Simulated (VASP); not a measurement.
Method: PBE GGA, VASP's PBE PAW potentials (set 64) (plane waves; VASP).

The input files of a VASP run:

**POSCAR**
```
La
1
    1.8751442331    -3.2478453074     0.0000000000
    1.8751442331     3.2478453074     0.0000000000
    0.0000000000     0.0000000000    12.1594245699
La
4
Direct
  0.0000000000   0.0000000000   0.5000000000
  0.0000000000   0.0000000000   0.0000000000
  0.3333330000   0.6666670000   0.2500000000
  0.6666670000   0.3333330000   0.7500000000
```

### INCAR
```
ALGO=Normal
EDIFF=1E-6
EDIFFG=-0.02
ENCUT=520
GGA=PE
IBRION=2
ISIF=3
ISMEAR=1
LASPH=T
LCHARG=F
LMAXMIX=6
LREAL=F
LWAVE=F
NELM=100
NSW=60
PREC=Accurate
SIGMA=0.1
SYSTEM=La
```

File KPOINTS:
```
Automatic mesh
0
G
9 9 3
```

POTCAR, in this order: La (PBE.64 set). Program: vasp_std.

**Question.** What will the output report for the number of irreducible k-points (NKPTS), largest plane-wave count, number of space-group operations, FFT grid (NGX, NGY, NGZ)?

**Answer.** 
- number of irreducible k-points (NKPTS): 24
- largest plane-wave count: 4011
- number of space-group operations: 24
- FFT grid (NGX, NGY, NGZ): 28 × 28 × 90

The compound is La in the dhcp structure. This run relaxes it. Symmetry was kept, so distortions that lower it aren't found. The start is the result of an earlier pass.
